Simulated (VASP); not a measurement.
Level of theory: PBE GGA, VASP's PBE PAW potentials (set 64) (plane waves; VASP 6.6.1).

Input for VASP

INCAR:
```
! general
SYSTEM   =  PbTe
PREC     =  Accurate
ENCUT    =  300   ! plane-wave cut-off (eV)
LREAL    =  F   ! projection in real space or not
LASPH    =  T

! electronic loop
EDIFF    =  1E-04
NELM     =  100   ! most electronic steps
ALGO     =  Normal
LMAXMIX  =  4   ! l cut-off of mixed one-centre charges

! smearing
ISMEAR   =  -1   ! Fermi-Dirac
SIGMA    =  0.01   ! width (eV)

! functional
GGA      =  PE   ! PBE

! ions
IBRION   =  2
NSW      =  50   ! most ionic steps
ISIF     =  3   ! ions, shape and volume
EDIFFG   =  -0.01   ! ionic stop

! output
LWAVE    =  F
LCHARG   =  F
```

File KPOINTS:
```
Automatic mesh
0
Gamma
4 4 4
0.5 0.5 0.5
```

File POSCAR:
```
PbTe
1
    0.0000000000     3.2710210000     3.2710210000
    3.2710210000     0.0000000000     3.2710210000
    3.2710210000     3.2710210000     0.0000000000
Te Pb
1 1
Direct
  0.5000000000   0.5000000000   0.5000000000
  0.0000000000   0.0000000000   0.0000000000
```

POTCAR, in this order: Te Pb_d (PBE.64 set). Program: vasp_std.

At this cut-off the stress carries a Pulay error, which pulls relaxed volumes low.

**Question.** Estimate the energy per atom (σ→0), volume per atom.

**Answer.** 
| Property | Value |
|---|---|
| energy per atom (σ→0) | -3.764 eV/atom |
| volume per atom | 35.28 Å³/atom |

OSZICAR:
```
...
DAV:   2    -0.752742450755E+01    0.49999E-05   -0.12316E-05   140   0.667E-02
  11 F= -.75274245E+01 E0= -.75274245E+01  d E =-.132429E-03
       N       E                     dE             d eps       ncg     rms          rms(c)
DAV:   1    -0.753193241665E+01   -0.45029E-02   -0.14262E-01   346   0.655E+00    0.355E-01
DAV:   2    -0.752809224970E+01    0.38402E-02   -0.74989E-03   340   0.151E+00    0.134E-01
DAV:   3    -0.752739763910E+01    0.69461E-03   -0.29919E-03   340   0.873E-01    0.284E-02
DAV:   4    -0.752739666650E+01    0.97260E-06   -0.37953E-05   140   0.658E-02
  12 F= -.75273967E+01 E0= -.75273967E+01  d E =0.278411E-04
```

The structure is a typed PbTe crystal. This run relaxes it. Symmetry was kept, so distortions that lower it aren't found. The run is one of a series of settings (EDIFF = 1E-04, EDIFFG = -0.01, IBRION = 2, ISIF = 3, NSW = 50, KPOINTS 4×4×4 Γ-centred mesh shifted by (0.5, 0.5, 0.5) against the base run), some of them coarse on purpose.
